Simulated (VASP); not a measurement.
An input for Ansatz (written as the equivalent of a VASP run, and not itself run):

Ansatz 0.2 input:
```yaml
crystal:
  lattice:
    - [0.0000000, 3.2678030, 3.2678030]
    - [3.2678030, 0.0000000, 3.2678030]
    - [3.2678030, 3.2678030, 0.0000000]
  atoms:
    - { symbol: W, position: [0.0000000, 0.0000000, 0.0000000] }
    - { symbol: Al, position: [0.2500000, 0.2500000, 0.2500000] }
kpoints:
  mp_grid: { grid: [9, 9, 9] }
hamiltonian:
  xc: pbesol
  pseudopotentials: { kind: paw }
scf:
  occupations: { method: methfessel_paxton, width: 0.1 }
  max_iter: 100
relax:
  max_steps: 60
  f_tol: 0.01
  cell: {}
output: { forces: true, stress: true, eigenvalues: true }
```

Question: Translate this input to VASP (INCAR, KPOINTS, POSCAR, choice of POTCAR).

Answer: This is not unique; one that fits is 
### POSCAR
```
WAl
1
    0.0000000000     3.2678030000     3.2678030000
    3.2678030000     0.0000000000     3.2678030000
    3.2678030000     3.2678030000     0.0000000000
W Al
1 1
Direct
  0.0000000000   0.0000000000   0.0000000000
  0.2500000000   0.2500000000   0.2500000000
```

### KPOINTS
```
Automatic mesh
0
Gamma
9 9 9
0 0 0
```

### INCAR
```
# general
SYSTEM =WAl
PREC   =Accurate
ENCUT  =400
LREAL  =F
LASPH  =T

# electronic loop
EDIFF  =1E-6
NELM   =100
ALGO   =Normal
LMAXMIX=6

# smearing
ISMEAR =1
SIGMA  =0.1

# functional
GGA    =PS

# ions
IBRION =2
NSW    =60
ISIF   =3
EDIFFG =-0.01

# output
LWAVE  =F
LCHARG =F
```

POTCAR, in this order: W_sv Al (PBE.64 set). Program: vasp_std.

What does not carry over: each code has its own PAW files, so the cut-off isn't converted (ENCUT is set for VASP's; basis.ecutwfc is left out, and Ansatz then takes the one that its files recommend); Ansatz stops its SCF on the density residual and VASP on the energy change (EDIFF).

The structure was generated: WAl was put into the zinc blende type (F-43m), which need not be its known phase. This run relaxes it. Symmetry was kept, so distortions that lower it aren't found.
